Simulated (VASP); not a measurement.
Method: r2SCAN meta-GGA, VASP's PBE PAW potentials (set 64) (plane waves; VASP).

VASP input:

**KPOINTS**
```
Automatic
0
G
8 8 8
0 0 0
```

### INCAR
```
# general
SYSTEM  = GdN
PREC    = Accurate
ENCUT   = 520
LREAL   = .FALSE.   # projection in real space or not
LASPH   = .TRUE.   # aspherical one-centre terms

# electronic loop
EDIFF   = 1E-8   # SCF stop (eV)
NELM    = 100
ALGO    = Normal   # blocked Davidson
LMAXMIX = 6   # l cut-off of mixed one-centre charges
LMIXTAU = .TRUE.

# smearing
ISMEAR  = 0   # Gaussian
SIGMA   = 0.05

# functional
METAGGA = R2SCAN

# ions
IBRION  = 1   # quasi-Newton
NSW     = 30   # most ionic steps
ISIF    = 2
EDIFFG  = -0.001   # ionic stop

# output
LWAVE   = .FALSE.
LCHARG  = .FALSE.
```

### POSCAR
```
GdN
1
   -0.0000000000     2.4822767098     2.4822767098
    2.4822767098    -0.0000000000     2.4822767098
    2.4822767098     2.4822767098     0.0000000000
Gd N
1 1
Direct
  0.0000000000   0.0000000000   0.0000000000
  0.5000000000   0.5000000000   0.5000000000
```

POTCAR, in this order: Gd_3 N (PBE.64 set). Program: vasp_std.

Output

OSZICAR:
```
       N       E                     dE             d eps       ncg     rms          rms(c)
DAV:   1     0.138002148821E+02    0.13800E+02   -0.73084E+03   646   0.123E+03
DAV:   2    -0.448960774611E+02   -0.58696E+02   -0.53010E+02   781   0.231E+02
DAV:   3    -0.487579858011E+02   -0.38619E+01   -0.37450E+01   875   0.477E+01
DAV:   4    -0.488087326131E+02   -0.50747E-01   -0.50636E-01   823   0.496E+00
DAV:   5    -0.488094660411E+02   -0.73343E-03   -0.73261E-03   829   0.559E-01    0.300E+01
DAV:   6    -0.432550921996E+02    0.55544E+01   -0.14481E+01   789   0.261E+01    0.241E+01
DAV:   7    -0.435051091902E+02   -0.25002E+00   -0.70861E-01   704   0.814E+00    0.152E+01
DAV:   8    -0.436502676145E+02   -0.14516E+00   -0.44393E-01   683   0.844E+00    0.227E+00
DAV:   9    -0.435720408733E+02    0.78227E-01   -0.24920E-01   644   0.694E+00    0.165E+00
DAV:  10    -0.435909760614E+02   -0.18935E-01   -0.47047E-02   817   0.161E+00    0.303E-01
DAV:  11    -0.435821948648E+02    0.87812E-02   -0.41673E-03   718   0.764E-01    0.117E-01
DAV:  12    -0.435905755679E+02   -0.83807E-02   -0.49007E-03   692   0.718E-01    0.113E-01
DAV:  13    -0.435909192559E+02   -0.34369E-03   -0.53658E-04   746   0.241E-01    0.352E-02
DAV:  14    -0.435908891063E+02    0.30150E-04   -0.36900E-05   742   0.689E-02    0.308E-02
DAV:  15    -0.435909841359E+02   -0.95030E-04   -0.32710E-05   686   0.750E-02    0.205E-02
DAV:  16    -0.435909422753E+02    0.41861E-04   -0.69388E-05   772   0.475E-02    0.632E-03
DAV:  17    -0.435909557754E+02   -0.13500E-04   -0.22011E-06   713   0.168E-02    0.625E-03
DAV:  18    -0.435909509301E+02    0.48453E-05   -0.35210E-06   760   0.119E-02    0.479E-03
DAV:  19    -0.435909576348E+02   -0.67047E-05   -0.51474E-07   674   0.712E-03    0.600E-04
DAV:  20    -0.435909568582E+02    0.77662E-06   -0.11253E-08   676   0.143E-03    0.328E-04
DAV:  21    -0.435909575348E+02   -0.67662E-06   -0.95741E-09   390   0.111E-03    0.464E-04
DAV:  22    -0.435909573298E+02    0.20504E-06   -0.46574E-09   358   0.588E-04    0.316E-05
DAV:  23    -0.435909572674E+02    0.62361E-07   -0.76914E-10   355   0.235E-04    0.102E-04
DAV:  24    -0.435909572678E+02   -0.40063E-09   -0.95136E-11   361   0.984E-05
   1 F= -.43590957E+02 E0= -.43590957E+02  d E =-.435910E+02
```

### OUTCAR
```
------------------------ aborting loop because EDIFF is reached ----------------------------------------
  FORCE on cell =-STRESS in cart. coord.  units (eV):
  Direction    XX          YY          ZZ          XY          YZ          ZX
  --------------------------------------------------------------------------------------
  Total       -0.0092813     -0.0092813     -0.0092813      0.0000000     -0.0000000      0.0000000
  in kB       -0.4861162     -0.4861162     -0.4861162      0.0000000     -0.0000000      0.0000000
  external PRESSURE =      -0.4861162 kB  Pullay stress =       0.0000000 kB
  volume of cell :       30.59
      direct lattice vectors                 reciprocal lattice vectors
     0.000000000  2.482276710  2.482276710    -0.201427987  0.201427987  0.201427987
     2.482276710  0.000000000  2.482276710     0.201427987 -0.201427987  0.201427987
     2.482276710  2.482276710  0.000000000     0.201427987  0.201427987 -0.201427987
 POSITION                                       TOTAL-FORCE (eV/Angst)
 -----------------------------------------------------------------------------------
      0.00000      0.00000      0.00000         0.000000      0.000000      0.000000
      2.48228      2.48228      2.48228        -0.000000     -0.000000     -0.000000
 -----------------------------------------------------------------------------------
    total drift:                                0.000000      0.000000      0.000000
  FREE ENERGIE OF THE ION-ELECTRON SYSTEM (eV)
  ---------------------------------------------------
  free  energy   TOTEN  =       -43.5909572678 eV

  energy  without entropy=      -43.5909572530  energy(sigma->0) =      -43.59095726

 reached required accuracy - stopping structural energy minimisation
```
(Selected blocks of OUTCAR.)

File OUTCAR:
```
 val. band max:        3.8828885087   @ k =   0.0000   0.0000   0.0000

 cond. band min:       4.1993143282   @ k =   0.5000   0.5000   0.0000


 Fermi energy:         4.0410975112

 k-point     1 :       0.0000    0.0000    0.0000
  band No.  band energies     occupation
      1     -16.5757      2.00000
      2     -16.5757      2.00000
      3     -16.5757      2.00000
      4      -9.7579      2.00000
      5       3.8829      1.99999
      6       3.8829      1.99999
      7       3.8829      1.99999
      8       7.2718      0.00000
      9       7.2718      0.00000
     10       7.2718      0.00000
     11       8.3111      0.00000

 k-point     2 :       0.1250    0.0000    0.0000
  band No.  band energies     occupation
      1     -16.8115      2.00000
      2     -16.5897      2.00000
      3     -16.5897      2.00000
      4      -9.4516      2.00000
      5       2.9785      2.00000
      6       3.3502      2.00000
      7       3.3502      2.00000
      8       7.4084      0.00000
      9       7.6771      0.00000
     10       7.6771      0.00000
     11       9.1462      0.00000

 k-point     3 :       0.2500    0.0000    0.0000
  band No.  band energies     occupation
      1     -17.3173      2.00000
      2     -16.6229      2.00000
      3     -16.6229      2.00000
      4      -8.7614      2.00000
      5       1.4478      2.00000
      6       2.4173      2.00000
      7       2.4173      2.00000
      8       7.8994      0.00000
      9       8.7319      0.00000
     10       8.7319      0.00000
     11       9.6279      0.00000

 k-point     4 :       0.3750    0.0000    0.0000
  band No.  band energies     occupation
      1     -17.7590      2.00000
      2     -16.6556      2.00000
      3     -16.6556      2.00000
      4      -8.1059      2.00000
      5       0.2534      2.00000
      6       1.7222      2.00000
      7       1.7222      2.00000
      8       8.9700      0.00000
      9       9.6487      0.00000
...
```

The 4f electrons are frozen in the core of the lanthanide potential, so 4f levels, which can set the real gap, and their magnetism are missing.

The compound is GdN in the rock salt structure. It was relaxed first. The start is the result of an earlier pass.
